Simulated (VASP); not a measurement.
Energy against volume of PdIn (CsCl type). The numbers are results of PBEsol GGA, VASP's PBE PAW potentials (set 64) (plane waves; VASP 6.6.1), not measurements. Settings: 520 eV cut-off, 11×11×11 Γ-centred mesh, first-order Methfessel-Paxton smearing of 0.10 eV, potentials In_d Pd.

```tsv
V (Å³/atom)	E (eV/atom)
16.649	-4.99565
17.164	-5.00196
17.679	-4.99499
18.194	-4.97742
```

### Question
Fit these four points and predict the energy of the run at 16.134 Å³/atom.

### Answer
A cubic in V^(−2/3), the third-order Birch-Murnaghan form, passes through the four points with V0 = 17.13 Å³/atom and B0 = 139 GPa, and gives -4.9728 eV/atom there. The run gave -4.9732 eV/atom, -0.5 meV/atom from the fit; all five points give B0 = 138 GPa.

The compound is PdIn in the CsCl type structure. It was relaxed first.
